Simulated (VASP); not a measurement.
**NbSi (relaxed from the CsCl structure, space group Pm-3m): computed properties**

These are PBEsol GGA, VASP's PBE PAW potentials (set 64) (plane waves; VASP) values and carry that method's errors.

space group: Pm-3m (221)
cell: a = b = c = 3.1263 Å, α = β = γ = 90.00°
volume per atom: 15.28 Å³/atom
band gap (over mesh and band path): none (metal, semimetal or under 0.01 eV)
density: 6.58 g/cm³

```cif
data_NbSi
_chemical_formula_sum 'Nb1 Si1'
_space_group_name_H-M_alt 'Pm-3m'
_space_group_IT_number 221
_space_group_name_Hall '-P 4 2 3'
_cell_length_a 3.12631
_cell_length_b 3.12631
_cell_length_c 3.12631
_cell_angle_alpha 90.000
_cell_angle_beta 90.000
_cell_angle_gamma 90.000
loop_
_atom_site_label
_atom_site_type_symbol
_atom_site_symmetry_multiplicity
_atom_site_Wyckoff_symbol
_atom_site_fract_x
_atom_site_fract_y
_atom_site_fract_z
_atom_site_occupancy
Nb1 Nb 1 a 0.00000 0.00000 0.00000 1
Si1 Si 1 b 0.50000 0.50000 0.50000 1
```

The structure was generated: NbSi was put into the CsCl type (Pm-3m), which need not be its known phase. It was relaxed first. Symmetry was kept, so distortions that lower it aren't found. The electron count is odd and the run is not spin-polarised, which forces a metal.
